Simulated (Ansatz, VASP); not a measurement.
# NbTe2: VASP beside Ansatz, part 2 of 2

Aim: how closely do two programs agree when they are given the same cell, functional and k mesh? Of the first pair: The structure shown is the start of the Ansatz relaxation below; VASP solves that cell, so the two are compared at the walk's first step.

VASP 6.6.1 and Ansatz 0.2.0.

So far. Step 4 (Comparison): The forces differ by 9.1 meV/Å r.m.s., which is 0.9 % of the r.m.s. force of 0.973 eV/Å (both taken over all components). With vacuum in the cell, a pressure given here is an average over mostly empty space and none of the material.

## Step 6: VASP: single point, PBEsol, relaxed cell, pair 2

Level of this step: PBEsol; plane waves and PAW (Nb_sv, Te) (VASP).

The same cell, functional, mesh and smearing now go to VASP, with its own data sets.

Input file INCAR:

```
SYSTEM = NbTe2
PREC = Accurate
ENCUT = 400
EDIFF = 1E-06
NELM = 120
ISMEAR = 0
SIGMA = 0.1
LREAL = .FALSE.
ALGO = Normal
GGA = PS
NBANDS = 18
LASPH = .TRUE.
LORBIT = 11
LWAVE = .FALSE.
LCHARG = .FALSE.
ISIF = 2
LDIPOL = .TRUE.
IDIPOL = 3
DIPOL = 0.5 0.5 0.329
LVHAR = .TRUE.
GGA_COMPAT = .FALSE.
NELMDL = -8
KPAR = 2
```

Input file POSCAR:

```
NbTe2
1.0
    3.5899690423      0.0000000000      0.0000000000
   -1.7949845211      3.1090043894      0.0000000000
    0.0000000000      0.0000000000     30.4240000000
Nb Te
1 2
Direct
    0.0000000000      0.0000000000      0.3286878780
    0.3333333333      0.6666666667      0.3896793032
    0.6666666667      0.3333333333      0.2676964528
```

Input file KPOINTS:

```
Automatic mesh
0
Gamma
6 6 1
0 0 0
```

PAW data sets: Nb_sv and Te (PBE family, release 64).

Launch:

```bash
$ mpirun -np 2 vasp_std
```

Numbers of over 12 decimals in the logs are rounded to 6 here.

The program printed:

```text
[banner, memory and clock lines left out]
running    2 mpi-ranks, on    1 nodes
[...]
[... a notice as in an earlier step ...]

 LDA part: xc-table for (Slater+PW92), standard interpolation
 POSCAR, INCAR and KPOINTS ok, starting setup
[...]
entering main loop
       N       E                     dE             d eps       ncg     rms          rms(c)
DAV:   1     0.118893054665E+03    0.11889E+03   -0.96849E+03   356   0.810E+02
DAV:   2    -0.535512024548E+01   -0.12425E+03   -0.12260E+03   356   0.211E+02
DAV:   3    -0.196866666124E+02   -0.14332E+02   -0.14273E+02   494   0.576E+01
DAV:   4    -0.200092657102E+02   -0.32260E+00   -0.32108E+00   334   0.102E+01
[...]
DAV:  25    -0.192124596124E+02   -0.30408E-05   -0.59618E-08   190   0.160E-03    0.357E-04
DAV:  26    -0.192124611091E+02   -0.14967E-05   -0.31517E-08   190   0.764E-04    0.347E-04
DAV:  27    -0.192124613178E+02   -0.20871E-06   -0.45965E-09   156   0.503E-04
   1 F= -.19212461E+02 E0= -.19203811E+02  d E =-.173002E-01
```

Parts of OUTCAR (step 6):

```text
  Total       -0.0745493     -0.0745493     -0.0433904     -0.0000000      0.0000000     -0.0000000
  in kB       -0.3517432     -0.3517432     -0.2047273     -0.0000000      0.0000000     -0.0000000
  external PRESSURE =      -0.3027379 kB  Pullay stress =       0.0000000 kB

 POSITION                                       TOTAL-FORCE (eV/Angst)
 -----------------------------------------------------------------------------------
      0.00000      0.00000     10.00000        -0.000000      0.000000      0.000000
     -0.00000      2.07267     11.85560         0.000000     -0.000000      0.011172
      1.79498      1.03633      8.14440        -0.000000      0.000000     -0.011172
 -----------------------------------------------------------------------------------
    total drift:                               -0.000000     -0.000000      0.000070

  FREE ENERGIE OF THE ION-ELECTRON SYSTEM (eV)
  ---------------------------------------------------
  free  energy   TOTEN  =       -19.2124613178 eV

  energy  without entropy=      -19.1951610942  energy(sigma->0) =      -19.20381121

[... 1 part as in an earlier step ...]

[... 2 further parts left out ...]
[key lines of the parts left out:]
E-fermi :  -1.5741
```

The run ends at a pressure of -0.03 GPa, with forces up to 0.011 eV/Å.

## Step 7: Comparison

What differs besides the data sets and the points named for the pairs above, as far as they apply: the data sets hold 45 valence electrons in Ansatz (on its default PAW (the set named soft_2) files) and 25 in VASP. Total energies have different zeros and are not compared.

At this near-relaxed geometry the largest component of a force difference is 11 meV/Å. With vacuum in the cell, a pressure given here is an average over mostly empty space and none of the material.

## Step 8: Ansatz: relaxation, PBEsol

The two programs are compared at the cell with which this relaxation starts, whose forces are those of its first step.

The structure compared here is the start of the Ansatz relaxation; VASP solves that cell, so the two are compared at the walk's first step.

Input file input.yaml:

```yaml
crystal:
  lattice:
    - [3.5899690423, 0.0, 0.0]
    - [-1.7949845211, 3.1090043894, 0.0]
    - [0.0, 0.0, 30.424]
  atoms:
    - { symbol: Nb, position: [0.0, 0.0, 0.328687878] }
    - { symbol: Te, position: [0.3333333333, 0.6666666667, 0.3896793032] }
    - { symbol: Te, position: [0.6666666667, 0.3333333333, 0.2676964528] }
  periodic: [true, true, false]
kpoints:
  mp_grid: { grid: [15, 15, 1] }
hamiltonian:
  xc: pbesol
scf:
  occupations: { method: gaussian, width: 0.1 }
output:
  forces: true
  stress: true
  eigenvalues: true
  write_density: true
  write_potential: true
  elf: true
  volumetric_format: npy
relax:
  adjacent_minimum: "off"
  f_tol: 0.005
  max_steps: 80
  cell: { stress_2d_tol: 0.02 }
```

Launch:

```bash
$ ansatz run input.yaml --threads 8 --pin off --max-ram 14336MiB --backend cpu --events-out ev --progress --plain --runs-dir out
```

The program printed:

```text
[...]
Crystal: 3 atoms, lattice volume = 339.569 Å³
Basis set: ecut = 420 eV, 6467 PW (Γ), exchange–correlation on 48×48×432 points (8 copies of the dense FFT grid, shifted against one another)
Bands: 27, of which v1, the nominal top of the filled ones, is band 23 counted from 1 (22 counted from 0)
Symmetry: 12 space group operations
[...]
k-points: 27 of 225
[...]
--- Relaxed structure (4 steps of the walk, 3 accepted, 1 SCFs on fresh bases) ---
[...]
cell:  # Å, volume = 338.2309 Å³
    - [3.582887, -2.8810528180504264e-11, 0]
    - [-1.791444, 3.102872, 0]
    - [0, 0, 30.424]
  atoms:
    - { symbol: Nb, position: [0, 0, 0.328687878] }
    - { symbol: Te, position: [0.333333, 0.666667, 0.389878] }
    - { symbol: Te, position: [0.666667, 0.333333, 0.267498] }
[key lines of the parts left out:]
SCF converged after 6 iterations
Free energy (F): -18299.686805 eV
Fermi energy:    -4.645758 eV
P = ½ c Tr σ = -0.0107 N/m
```

## Step 9: VASP: single point, PBEsol, start cell, pair 3

The same cell, functional, mesh and smearing now go to VASP, with its own data sets.

INCAR is that of step 6.

Input file POSCAR:

```
NbTe2
1.0
    3.5899690000      0.0000000000      0.0000000000
   -1.7949850000      3.1090040000      0.0000000000
    0.0000000000      0.0000000000     30.4240000000
Nb Te
1 2
Direct
    0.0000000000      0.0000000000      0.3286878780
    0.3333333333      0.6666666667      0.3896792993
    0.6666666667      0.3333333333      0.2676964568
```

Input file KPOINTS:

```
Automatic mesh
0
Gamma
15 15 1
0 0 0
```

Launch:

```bash
$ mpirun -np 2 vasp_std
```

The program printed:

```text
[... set-up lines as in an earlier step ...]
 entering main loop
       N       E                     dE             d eps       ncg     rms          rms(c)
DAV:   1     0.121405922373E+03    0.12141E+03   -0.97985E+03  1396   0.809E+02
DAV:   2    -0.541298534193E+01   -0.12682E+03   -0.12505E+03  1402   0.210E+02
DAV:   3    -0.196689050148E+02   -0.14256E+02   -0.14172E+02  1932   0.576E+01
DAV:   4    -0.200076096818E+02   -0.33870E+00   -0.33538E+00  1352   0.103E+01
[...]
DAV:  24    -0.192057363874E+02   -0.26547E-05   -0.60777E-08   868   0.154E-03    0.779E-04
DAV:  25    -0.192057394721E+02   -0.30847E-05   -0.81551E-08   806   0.140E-03    0.590E-04
DAV:  26    -0.192057403285E+02   -0.85641E-06   -0.13791E-08   752   0.676E-04
   1 F= -.19205740E+02 E0= -.19201055E+02  d E =-.937116E-02
```

Parts of OUTCAR (step 9):

```text
  Total       -0.1343528     -0.1343527      0.0670935      0.0000000      0.0000000     -0.0000000
  in kB       -0.6339118     -0.6339117      0.3165650      0.0000001      0.0000000     -0.0000000
  external PRESSURE =      -0.3170862 kB  Pullay stress =       0.0000000 kB

 POSITION                                       TOTAL-FORCE (eV/Angst)
 -----------------------------------------------------------------------------------
      0.00000      0.00000     10.00000         0.000000     -0.000000      0.000000
     -0.00000      2.07267     11.85560         0.000000     -0.000000      0.041103
      1.79498      1.03633      8.14440        -0.000000      0.000000     -0.041103
 -----------------------------------------------------------------------------------
    total drift:                               -0.000000     -0.000000      0.000081

  FREE ENERGIE OF THE ION-ELECTRON SYSTEM (eV)
  ---------------------------------------------------
  free  energy   TOTEN  =       -19.2057403285 eV

  energy  without entropy=      -19.1963691688  energy(sigma->0) =      -19.20105475

[... 3 further parts left out ...]
[key lines of the parts left out:]
E-fermi :  -1.7419
```

The run ends at a pressure of -0.03 GPa, with forces up to 0.041 eV/Å.

## Step 10: Comparison

What differs besides the data sets and the points named for the pairs above, as far as they apply: the data sets hold 45 valence electrons in Ansatz (on its default PAW (the set named soft_2) files) and 25 in VASP; the cutoff is 420 eV in Ansatz and 400 eV in VASP. Total energies have different zeros and are not compared.

At this near-relaxed geometry the largest component of a force difference is 12 meV/Å. With vacuum in the cell, a pressure given here is an average over mostly empty space and none of the material.

## Step 11: Outcome

* r.m.s. force difference (single point, PBEsol, start cell, pair 1): 0.93 % of the r.m.s. force
* r.m.s. force difference (single point, PBEsol, relaxed cell, pair 2): 5.2 meV/Å
* r.m.s. force difference (single point, PBEsol, start cell, pair 3): 5.6 meV/Å

What this shows: The r.m.s. force difference is 5.6 meV/Å (single point, PBEsol, start cell, pair 3), within the 12 meV/Å picked in this series as the mark of a large difference. The data sets hold unlike numbers of valence electrons (45 in Ansatz and 25 in VASP), so part of the differences comes from the potentials. 2 further runs of this series are not shown here. Such differences can come from data sets, numerical settings and the points named under the comparisons, not from the functional's error against experiment.

[Lines on the potential files, build, host, timing and source positions are cut from VASP's logs without a mark.]

[Logs are printed without paths, hosts, clocks, repeated set-up lines and the standing remarks that a program may print on its own settings, such as how far it seeks lower states.]

[Hosts, paths, dates, database ids (printed as entryN), source tags and the programs' standing remarks are cut or masked in the printed files.]
